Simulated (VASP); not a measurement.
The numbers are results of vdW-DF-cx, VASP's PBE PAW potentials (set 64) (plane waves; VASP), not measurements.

Input for VASP

**INCAR**
```
# general
SYSTEM  =Cs
PREC    =Accurate
ENCUT   =520
LREAL   =.FALSE.   # projection in real space or not
LASPH   =.TRUE.   # aspherical one-centre terms

# electronic loop
EDIFF   =1E-6   # SCF stop (eV)
NELM    =100   # most electronic steps
ALGO    =Normal   # blocked Davidson
LMAXMIX =4   # l cut-off of mixed one-centre charges

# smearing
ISMEAR  =1   # Methfessel-Paxton
SIGMA   =0.1

# functional
GGA     =CX
LUSE_VDW=.TRUE.
AGGAC   =0.0

# ions
IBRION  =2   # conjugate gradients
NSW     =60   # most ionic steps
ISIF    =3   # ions, shape and volume
EDIFFG  =-0.01   # ionic stop

# output
LWAVE   =.FALSE.
LCHARG  =.FALSE.
```

File KPOINTS:
```
Automatic mesh
0
G
8 8 8
0 0 0
```

### POSCAR
```
Cs
1
   -3.0500000000     3.0500000000     3.0500000000
    3.0500000000    -3.0500000000     3.0500000000
    3.0500000000     3.0500000000    -3.0500000000
Cs
1
Direct
  0.0000000000   0.0000000000   0.0000000000
```

POTCAR, in this order: Cs_sv (PBE.64 set). Program: vasp_std.

Output of the run:

File OSZICAR:
```
       N       E                     dE             d eps       ncg     rms          rms(c)
DAV:   1     0.579667848054E+02    0.57967E+02   -0.29395E+03   464   0.773E+02
DAV:   2     0.670718774300E+01   -0.51260E+02   -0.49954E+02   656   0.121E+02
DAV:   3     0.211801049354E+01   -0.45892E+01   -0.45891E+01   464   0.454E+01
DAV:   4     0.205621279985E+01   -0.61798E-01   -0.61797E-01   856   0.640E+00
DAV:   5     0.205618516940E+01   -0.27630E-04   -0.27630E-04   584   0.962E-02    0.136E-01
DAV:   6     0.205419044425E+01   -0.19947E-02   -0.14872E-03   744   0.216E-01    0.961E-02
DAV:   7     0.205141889758E+01   -0.27715E-02   -0.72361E-03   464   0.489E-01    0.318E-02
DAV:   8     0.205126034922E+01   -0.15855E-03   -0.28603E-04   736   0.969E-02    0.610E-03
DAV:   9     0.205124545401E+01   -0.14895E-04   -0.22917E-05   704   0.237E-02    0.327E-03
DAV:  10     0.205124348251E+01   -0.19715E-05   -0.80764E-06   664   0.137E-02    0.714E-04
DAV:  11     0.205124338162E+01   -0.10088E-06   -0.19095E-07   448   0.257E-03
   1 F= 0.20512434E+01 E0= 0.20522245E+01  d E =0.205124E+01
       N       E                     dE             d eps       ncg     rms          rms(c)
DAV:   1     0.204939719421E+01   -0.18463E-02   -0.36521E-02   464   0.124E+00    0.167E-01
DAV:   2     0.205065654746E+01    0.12594E-02   -0.17043E-03   480   0.264E-01    0.765E-02
DAV:   3     0.205105341937E+01    0.39687E-03   -0.14764E-03   520   0.232E-01    0.160E-02
DAV:   4     0.205105307202E+01   -0.34735E-06   -0.57757E-06   584   0.212E-02
   2 F= 0.20510531E+01 E0= 0.20520373E+01  d E =-.190310E-03
       N       E                     dE             d eps       ncg     rms          rms(c)
DAV:   1     0.203567775343E+01   -0.15376E-01   -0.33103E-01   464   0.376E+00    0.502E-01
DAV:   2     0.204710200268E+01    0.11424E-01   -0.15510E-02   464   0.795E-01    0.231E-01
DAV:   3     0.205069080940E+01    0.35888E-02   -0.13374E-02   504   0.698E-01    0.485E-02
DAV:   4     0.205069654946E+01    0.57401E-05   -0.53952E-05   576   0.650E-02    0.213E-02
DAV:   5     0.205069431395E+01   -0.22355E-05   -0.12840E-05   600   0.257E-02    0.418E-03
DAV:   6     0.205069579649E+01    0.14825E-05   -0.75518E-07   384   0.797E-03    0.453E-04
DAV:   7     0.205069581291E+01    0.16423E-07   -0.82875E-08   320   0.240E-03
   3 F= 0.20506958E+01 E0= 0.20516866E+01  d E =-.547569E-03
       N       E                     dE             d eps       ncg     rms          rms(c)
DAV:   1     0.204727417426E+01   -0.34216E-02   -0.74204E-02   464   0.178E+00    0.238E-01
DAV:   2     0.204983622882E+01    0.25621E-02   -0.34776E-03   464   0.377E-01    0.109E-01
DAV:   3     0.205064088388E+01    0.80466E-03   -0.30027E-03   504   0.331E-01    0.229E-02
DAV:   4     0.205064109113E+01    0.20725E-06   -0.11685E-05   560   0.303E-02    0.103E-02
DAV:   5     0.205064005657E+01   -0.10346E-05   -0.29727E-06   584   0.124E-02    0.198E-03
DAV:   6     0.205064065684E+01    0.60027E-06   -0.16181E-07   320   0.372E-03
   4 F= 0.20506407E+01 E0= 0.20516334E+01  d E =-.602725E-03
```

**OUTCAR**
```
------------------------ aborting loop because EDIFF is reached ----------------------------------------
  FORCE on cell =-STRESS in cart. coord.  units (eV):
  Direction    XX          YY          ZZ          XY          YZ          ZX
  --------------------------------------------------------------------------------------
  Total       -0.0028700     -0.0028700     -0.0028700     -0.0000000      0.0000000      0.0000000
  in kB       -0.0417307     -0.0417307     -0.0417307     -0.0000000      0.0000000      0.0000000
  external PRESSURE =      -0.0417307 kB  Pullay stress =       0.0000000 kB
  volume of cell :      110.19
      direct lattice vectors                 reciprocal lattice vectors
    -3.020128566  3.020128566  3.020128566     0.000000000  0.165555866  0.165555866
     3.020128566 -3.020128566  3.020128566     0.165555866  0.000000000  0.165555866
     3.020128566  3.020128566 -3.020128566     0.165555866  0.165555866  0.000000000
 POSITION                                       TOTAL-FORCE (eV/Angst)
 -----------------------------------------------------------------------------------
      3.02013      3.02013      3.02013         0.000000      0.000000     -0.000000
 -----------------------------------------------------------------------------------
    total drift:                               -0.000000     -0.000000      0.000000
  FREE ENERGIE OF THE ION-ELECTRON SYSTEM (eV)
  ---------------------------------------------------
  free  energy   TOTEN  =         2.0506406568 eV

  energy  without entropy=        2.0536189104  energy(sigma->0) =        2.05163341

 reached required accuracy - stopping structural energy minimisation
```
(Selected blocks of OUTCAR.)

CONTCAR:
```
Cs
   1.00000000000000
    -3.0201285657667416    3.0201285657667416    3.0201285657667416
     3.0201285657667416   -3.0201285657667416    3.0201285657667416
     3.0201285657667416    3.0201285657667416   -3.0201285657667416
  Cs
     1
Direct
     1.0000000000000000    1.0000000000000000    1.0000000000000000
```

Energy and stress use the plane-wave basis of the starting cell.

The compound is Cs in the bcc structure. This run relaxes it. Symmetry was kept, so distortions that lower it aren't found.
